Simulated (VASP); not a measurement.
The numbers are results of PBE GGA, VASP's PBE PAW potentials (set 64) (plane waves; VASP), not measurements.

Input for VASP

### INCAR
```
SYSTEM = Sc
PREC = Accurate; ENCUT = 400; LREAL = F
LASPH = T; NBANDS = 13
EDIFF = 1E-6; NELM = 100; ALGO = Normal
LMAXMIX = 4
ISMEAR = 1; SIGMA = 0.1
GGA = PE
ISIF = 2
LWAVE = F; LCHARG = F
```

File POSCAR:
```
Sc
3.310
  0.5000000000  -0.8660253776   0.0000000000
  0.5000000000   0.8660253776   0.0000000000
  0.0000000000   0.0000000000   1.5921450151
Sc
2
Cart
  0.5000000000   0.2886757032   0.3980362538
  0.5000000000  -0.2886757032   1.1941087613
```

**KPOINTS**
```
Regular mesh
0
G
 11 11 6
```

POTCAR, in this order: Sc_sv (PBE.64 set). Program: vasp_std.

The run wrote:

OSZICAR:
```
       N       E                     dE             d eps       ncg     rms          rms(c)
DAV:   1     0.392205139323E+03    0.39221E+03   -0.98665E+03  1688   0.147E+03
DAV:   2     0.113965601068E+02   -0.38081E+03   -0.37730E+03  2551   0.778E+02
DAV:   3    -0.130009682043E+02   -0.24398E+02   -0.23896E+02  2684   0.215E+02
DAV:   4    -0.138912892912E+02   -0.89032E+00   -0.81135E+00  2715   0.335E+01
DAV:   5    -0.139136091612E+02   -0.22320E-01   -0.22314E-01  2808   0.427E+00    0.749E+00
DAV:   6    -0.126586447449E+02    0.12550E+01   -0.30016E+00  2064   0.255E+01    0.223E+00
DAV:   7    -0.125025532684E+02    0.15609E+00   -0.72961E-01  2179   0.113E+01    0.879E-01
DAV:   8    -0.124934338695E+02    0.91194E-02   -0.39780E-02  2234   0.317E+00    0.268E-01
DAV:   9    -0.124916432247E+02    0.17906E-02   -0.12230E-02  2234   0.145E+00    0.254E-02
DAV:  10    -0.124916665332E+02   -0.23309E-04   -0.28409E-04  2683   0.242E-01    0.101E-02
DAV:  11    -0.124916655578E+02    0.97547E-06   -0.40050E-05  1802   0.349E-02    0.349E-03
DAV:  12    -0.124916710497E+02   -0.54920E-05   -0.22505E-05  1722   0.186E-02    0.133E-03
DAV:  13    -0.124916716417E+02   -0.59193E-06   -0.10533E-05  1637   0.911E-03    0.337E-04
DAV:  14    -0.124916720442E+02   -0.40251E-06   -0.39341E-06  1592   0.578E-03
   1 F= -.12491672E+02 E0= -.12492076E+02  d E =0.121163E-02
```

File OUTCAR:
```
------------------------ aborting loop because EDIFF is reached ----------------------------------------
  FORCE on cell =-STRESS in cart. coord.  units (eV):
  Direction    XX          YY          ZZ          XY          YZ          ZX
  --------------------------------------------------------------------------------------
  Total       -0.0771316     -0.0771316     -0.6175845      0.0000000      0.0000000      0.0000000
  in kB       -2.4714139     -2.4714138    -19.7883583      0.0000000      0.0000000      0.0000000
  external PRESSURE =      -8.2437286 kB  Pullay stress =       0.0000000 kB
  volume of cell :       50.00
      direct lattice vectors                 reciprocal lattice vectors
     1.655000000 -2.866544000  0.000000000     0.302114804 -0.174426068  0.000000000
     1.655000000  2.866544000  0.000000000     0.302114804  0.174426068  0.000000000
     0.000000000  0.000000000  5.270000000     0.000000000  0.000000000  0.189753321
 POSITION                                       TOTAL-FORCE (eV/Angst)
 -----------------------------------------------------------------------------------
      1.65500      0.95552      1.31750         0.000000     -0.000000      0.000000
      1.65500     -0.95552      3.95250        -0.000000      0.000000      0.000000
 -----------------------------------------------------------------------------------
    total drift:                                0.000000      0.000695     -0.000015
  FREE ENERGIE OF THE ION-ELECTRON SYSTEM (eV)
  ---------------------------------------------------
  free  energy   TOTEN  =       -12.4916720442 eV

  energy  without entropy=      -12.4928836725  energy(sigma->0) =      -12.49207592
```
(Selected blocks of OUTCAR.)

File OUTCAR:
```
 val. band max:        3.6107193132   @ k =   0.3636   0.1818   0.3333

 cond. band min:       3.6209181056   @ k =   0.2727   0.0000   0.3333


 Fermi energy:         3.6115031162

 k-point     1 :       0.0000    0.0000    0.0000
  band No.  band energies     occupation
      1     -45.8540      2.00000
      2     -45.7929      2.00000
      3     -24.6610      2.00000
      4     -24.3408      2.00000
      5     -24.3408      2.00000
      6     -24.2841      2.00000
      7     -24.2841      2.00000
      8     -24.2655      2.00000
      9      -1.5059      2.00000
     10       1.9445      2.00000
     11       4.0244     -0.00000
     12       5.1918     -0.00000
     13       5.1929     -0.00000

 k-point     2 :       0.0909    0.0000    0.0000
  band No.  band energies     occupation
      1     -45.8503      2.00000
      2     -45.7913      2.00000
      3     -24.6509      2.00000
      4     -24.3616      2.00000
      5     -24.3477      2.00000
      6     -24.3058      2.00000
      7     -24.2871      2.00000
      8     -24.2698      2.00000
      9      -1.3261      2.00000
     10       2.0975      2.00000
     11       3.8888     -0.00063
     12       4.8870     -0.00000
     13       5.3220     -0.00000

 k-point     3 :       0.1818    0.0000    0.0000
  band No.  band energies     occupation
      1     -45.8401      2.00000
      2     -45.7872      2.00000
      3     -24.6223      2.00000
      4     -24.4177      2.00000
      5     -24.3656      2.00000
      6     -24.3628      2.00000
      7     -24.2956      2.00000
      8     -24.2828      2.00000
      9      -0.8069      2.00000
     10       2.4966      2.00000
     11       3.5885      1.37846
     12       4.4192     -0.00000
     13       5.2017     -0.00000

 k-point     4 :       0.2727    0.0000    0.0000
  band No.  band energies     occupation
      1     -45.8260      2.00000
      2     -45.7829      2.00000
      3     -24.5802      2.00000
...
```

The compound is Sc in the hcp structure. The cell was not relaxed at this level. The run is one of a series of settings (NBANDS = 13 against the base run), some of them coarse on purpose.
